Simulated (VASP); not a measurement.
# RuF2 (Fm-3m) in VASP: notebook, part 2 of 2

VASP 6.6.1. The steps go on from the part before.

### 4 Single point, PBE+U, collinear spin, ferromagnetic start

This run uses another cell than the first one: it holds 3 atoms, not 6.

Input file INCAR:

```
SYSTEM = RuF2
ALGO     = Fast           ! electronic algorithm
EDIFF    = 1E-6           ! SCF threshold, eV
ENCUT    = 520            ! plane-wave cutoff, eV
GGA      = PE             ! functional
ISIF     = 2              ! what is computed and relaxed
ISMEAR   = 0              ! smearing method
ISPIN    = 2              ! spin polarisation
LASPH    = .TRUE.         ! aspherical terms in the spheres
LCHARG   = .TRUE.         ! write CHGCAR
LDAU     = .TRUE.         ! DFT+U
LDAUJ    = 0 0          
LDAUL    = 2 -1           ! shell
LDAUPRINT= 1            
LDAUTYPE = 2            
LDAUU    = 3 0            ! U, eV
LELF     = .TRUE.         ! ELF
LMAXMIX  = 4              ! l up to which the mixer works
LORBIT   = 11             ! projections on sites
LREAL    = .FALSE.        ! projectors in reciprocal space
LVHAR    = .TRUE.       
LWAVE    = .FALSE.        ! write WAVECAR
MAGMOM   = 1 0 0          ! initial moments
NELM     = 80             ! most SCF steps
NUPDOWN  = 1              ! fixed moment
PREC     = Accurate       ! precision mode
SIGMA    = 0.05           ! smearing width, eV
```

Input file KPOINTS:

```
k-points
0
G
  7 7 7
  0 0 0
```

Input file POSCAR:

```
RuF2
1.0
    0.0000000000      2.4087449400      2.4087449400
    2.4087449400      0.0000000000      2.4087449400
    2.4087449400      2.4087449400      0.0000000000
Ru F
1 2
Direct
    0.0000000000      0.0000000000      0.0000000000
    0.2500000000      0.2500000000      0.2500000000
    0.7500000000      0.7500000000      0.7500000000
```

Potentials or basis: VASP PAW PBE potentials, release 64 (Ru_pv, F).

Run with:

```
$ cat potpaw_PBE.64/Ru_pv/POTCAR potpaw_PBE.64/F/POTCAR > POTCAR
$ mpirun -np 1 vasp_std > vasp.out
```

OUTCAR:

```text
SYSTEM = RuF2
   EDIFF = 1E-6
   ENCUT = 520
   GGA = PE
   ISIF = 2
   ISMEAR = 0
   ISPIN = 2
   LASPH = .TRUE.
   LORBIT = 11
   LREAL = .FALSE.
   NELM = 80
   NUPDOWN = 1
   PREC = Accurate

 ion  position               nearest neighbor table
   1  0.000  0.000  0.000-   3 2.09   3 2.09   3 2.09   2 2.09   3 2.09   2 2.09   2 2.09   2 2.09

   2  0.250  0.250  0.250-   1 2.09   1 2.09   1 2.09   1 2.09
   3  0.750  0.750  0.750-   1 2.09   1 2.09   1 2.09   1 2.09

  LATTYP: Found a face centered cubic cell.
 ALAT       =     4.8174898800

  Lattice vectors:

 A1 = (   0.0000000000,   2.4087449400,   2.4087449400)
 A2 = (   2.4087449400,   0.0000000000,   2.4087449400)
 A3 = (   2.4087449400,   2.4087449400,   0.0000000000)

Analysis of symmetry for initial positions (statically):
=====================================================================
 Subroutine PRICEL returns:
 Original cell was already a primitive cell.
[... 1110 lines left out ...]
     18      20.4934      0.00000
     19      21.5149      0.00000

------------------------ aborting loop because EDIFF is reached ----------------------------------------

  FORCE on cell =-STRESS in cart. coord.  units (eV):
  Direction    XX          YY          ZZ          XY          YZ          ZX
  --------------------------------------------------------------------------------------
  -------------------------------------------------------------------------------------
  Total       11.5309236     11.5309236     11.5309236     -0.0000000      0.0000000     -0.0000000
  in kB      660.9555220    660.9555220    660.9555220     -0.0000000      0.0000000     -0.0000000
  external PRESSURE =     660.9555220 kB  Pullay stress =       0.0000000 kB

 VOLUME and BASIS-vectors are now :
 -----------------------------------------------------------------------------
  energy-cutoff  :      520.00
  volume of cell :       27.95
      direct lattice vectors                 reciprocal lattice vectors
     0.000000000  2.408744940  2.408744940    -0.207576980  0.207576980  0.207576980
     2.408744940  0.000000000  2.408744940     0.207576980 -0.207576980  0.207576980
     2.408744940  2.408744940  0.000000000     0.207576980  0.207576980 -0.207576980

 POSITION                                       TOTAL-FORCE (eV/Angst)
 -----------------------------------------------------------------------------------
      0.00000      0.00000      0.00000         0.000000      0.000000      0.000000
      1.20437      1.20437      1.20437         0.000000     -0.000000     -0.000000
      3.61312      3.61312      3.61312        -0.000000      0.000000      0.000000
 -----------------------------------------------------------------------------------
    total drift:                                0.000000      0.000000      0.000000

  FREE ENERGIE OF THE ION-ELECTRON SYSTEM (eV)
  ---------------------------------------------------
  free  energy   TOTEN  =       -10.7173170731 eV

  energy  without entropy=      -10.7132309382  energy(sigma->0) =      -10.71527401

 total charge

# of ion       s       p       d       tot
------------------------------------------
    1        0.209   6.190   6.169  12.568
    2        1.764   4.369   0.000   6.134
    3        1.764   4.369   0.000   6.134
--------------------------------------------------
tot          3.738  14.929   6.169  24.835

 magnetization (x)

# of ion       s       p       d       tot
------------------------------------------
    1        0.003   0.010   0.921   0.934
    2        0.009   0.006   0.000   0.015
    3        0.009   0.006   0.000   0.015
--------------------------------------------------
tot          0.022   0.021   0.921   0.964
```

OSZICAR:

```text
N       E                     dE             d eps       ncg     rms          rms(c)
DAV:   1     0.277000693752E+03    0.27700E+03   -0.17042E+04  1520   0.154E+03
DAV:   2    -0.115770174266E+01   -0.27816E+03   -0.27171E+03  1756   0.443E+02
DAV:   3    -0.105868627718E+02   -0.94292E+01   -0.93497E+01  1676   0.849E+01
DAV:   4    -0.106544461791E+02   -0.67583E-01   -0.67457E-01  1729   0.765E+00
DAV:   5    -0.106552100339E+02   -0.76385E-03   -0.76293E-03  1667   0.742E-01    0.257E+01
RMM:   6    -0.104600546673E+02    0.19516E+00   -0.30568E+00  1569   0.131E+01    0.166E+01
RMM:   7    -0.106214105938E+02   -0.16136E+00   -0.21645E-01  1619   0.447E+00    0.799E+00
RMM:   8    -0.107021751100E+02   -0.80765E-01   -0.46710E-02  1652   0.202E+00    0.158E+00
RMM:   9    -0.107159289383E+02   -0.13754E-01   -0.81899E-03  1674   0.851E-01    0.278E-01
RMM:  10    -0.107168450778E+02   -0.91614E-03   -0.15836E-03  1678   0.331E-01    0.121E-01
RMM:  11    -0.107171694630E+02   -0.32439E-03   -0.33699E-04  1675   0.185E-01    0.681E-02
RMM:  12    -0.107173112561E+02   -0.14179E-03   -0.11807E-04  1762   0.112E-01    0.387E-02
RMM:  13    -0.107173154639E+02   -0.42078E-05   -0.23942E-05  1737   0.421E-02    0.117E-02
RMM:  14    -0.107173168884E+02   -0.14245E-05   -0.12153E-05  1639   0.292E-02    0.565E-03
RMM:  15    -0.107173170731E+02   -0.18475E-06   -0.12057E-06  1117   0.920E-03
   1 F= -.10717317E+02 E0= -.10715274E+02  d E =-.408613E-02  mag=     1.0000
```

Run time: 32 s. Hardware: 1 thread of Intel Xeon Platinum 8375C at 2.90GHz (Ice Lake), shared host; peak memory 0.18 GiB.

What came out:

```
Free energy                                           : -10.7173 eV
Pressure                                              : 66.1 GPa
Net moment                                            : 1.00 μB per cell
Site moments                                          : Ru +0.93; F +0.01 μB
Valence electrons inside the program's atomic spheres : Ru 12.57; F 6.13
```

Eigenvalues of the final occupation matrices:
| site | spin | trace | eigenvalues |
| --- | --- | --- | --- |
| site 1 d | 1 | 3.57 | 0.60 0.60 0.60 0.89 0.89 |
| site 1 d | 2 | 2.65 | 0.29 0.29 0.29 0.89 0.89 |

Caveat: a pressure of tens of GPa on the cell as given is suspect, and the run, the potentials or the cell itself is likely at fault; the total moment is fixed, so each spin has its own Fermi level. The state reached can hang on the start; a lower one may exist.
